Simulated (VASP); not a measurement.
Given:

```
Si
1.0
    0.00000     2.70634     2.70634
    2.70634     0.00000     2.70634
    2.70634     2.70634     0.00000
Si
2
Direct
  0.25000   0.25000   0.25000
  0.00000   0.00000   0.00000
```

The numbers are results of PBE GGA, VASP's PBE PAW potentials (set 64) (plane waves; VASP), not measurements. Run with 300 eV cut-off, 9×9×9 Γ-centred mesh, Gaussian smearing of 0.050 eV, potentials Si.

Q: Give the stress tensor in GPa (positive for a compressed cell).

A: 
```
2.83  0.00  0.00
0.00  2.83  0.00
0.00  0.00  2.83
```
The pressure is its mean diagonal, 2.83 GPa.

The structure comes from a computed database's Si entry; how it stands against other phases isn't given here. The cell was not relaxed at this level.
